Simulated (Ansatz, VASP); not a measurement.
# SiF: VASP beside Ansatz

```
CELL_PARAMETERS angstrom
4.52551 0.00000 0.00000
0.00000 4.52551 0.00000
0.00000 0.00000 4.52551
ATOMIC_POSITIONS crystal
Si 0.50000 0.00000 0.00000
Si 0.00000 0.50000 0.00000
Si 0.00000 0.00000 0.50000
F 0.00000 0.50000 0.50000
F 0.50000 0.00000 0.50000
F 0.50000 0.50000 0.00000
```

Alike in both runs: functional PBE; k mesh 4 × 4 × 4; occupations gaussian, width 0.1 eV; no spin polarisation.

Ansatz relaxed the structure, and its values are those at the end. VASP's run is a single point on that final structure, the one shown.

|  | VASP | Ansatz |
| --- | --- | --- |
| version | VASP 6.6.1 | Ansatz 0.2.0 |
| potentials or method | VASP PAW PBE potentials, release 64 (Si, F) | scalar-relativistic, plane waves, PAW |
| plane-wave cutoff (eV) | 520 | 420 |
| valence electrons in the cell | 33 | 33 |

|  | VASP | Ansatz | Ansatz less VASP |
| --- | --- | --- | --- |
| gap on the k mesh at the Fermi level (eV) | none | none | - |
| pressure (GPa) | -0.5 | -0.3 | +0.17 |

A gap of «none» marks a metal or a gap that the smearing closes. The functional is the same, so the differences come from potentials, cutoffs and numerics.

Caveats: an odd number of electrons without spin polarisation forces a metal; a magnetic or distorted state may lie lower.
